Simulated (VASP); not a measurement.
OSZICAR of a VASP run on CdSe (space group P6_3mc):

### OSZICAR
```
       N       E                     dE             d eps       ncg     rms          rms(c)
DAV:   1     0.573088675930E+03    0.57309E+03   -0.38969E+04   520   0.994E+02
DAV:   2    -0.123466048138E+01   -0.57432E+03   -0.56094E+03   592   0.295E+02
DAV:   3    -0.342404922199E+02   -0.33006E+02   -0.32735E+02   576   0.688E+01
DAV:   4    -0.347018232076E+02   -0.46133E+00   -0.46022E+00   584   0.735E+00
DAV:   5    -0.347085908037E+02   -0.67676E-02   -0.67666E-02   608   0.760E-01    0.174E+01
DAV:   6    -0.325342966807E+02    0.21743E+01   -0.48157E+00   600   0.127E+01    0.132E+01
DAV:   7    -0.325125173622E+02    0.21779E-01   -0.32406E+00   552   0.576E+00    0.208E+00
DAV:   8    -0.324057964873E+02    0.10672E+00   -0.62005E-01   544   0.427E+00    0.940E-01
DAV:   9    -0.324088070465E+02   -0.30106E-02   -0.67015E-02   560   0.137E+00    0.399E-01
DAV:  10    -0.324089531084E+02   -0.14606E-03   -0.38085E-03   600   0.439E-01    0.120E-01
DAV:  11    -0.324091946875E+02   -0.24158E-03   -0.78147E-04   560   0.126E-01    0.627E-02
DAV:  12    -0.324092829714E+02   -0.88284E-04   -0.16825E-04   552   0.578E-02    0.159E-02
DAV:  13    -0.324092915792E+02   -0.86078E-05   -0.48844E-05   616   0.270E-02    0.861E-03
DAV:  14    -0.324092926736E+02   -0.10944E-05   -0.12901E-05   512   0.171E-02    0.487E-03
DAV:  15    -0.324092928771E+02   -0.20353E-06   -0.99554E-07   392   0.545E-03
   1 F= -.32409293E+02 E0= -.32405556E+02  d E =-.747394E-02
```

Which electronic solver shows in the log?

It is blocked Davidson (ALGO = Normal, or the opening steps of other solvers). The INCAR had ALGO = Normal.

Can the final energy be trusted as converged?

Self-consistency was reached. It stopped with EDIFF = 1E-6, NELM = 100 (PBE GGA, plane waves, VASP's PBE PAW potentials (set 64)).

The structure was generated: CdSe was put into an ordered model structure, which need not be its known phase. The cell was not relaxed at this level. The k-mesh is coarse (spacing up to 0.43 per Å, 2π included), so the numbers may not be converged in it.
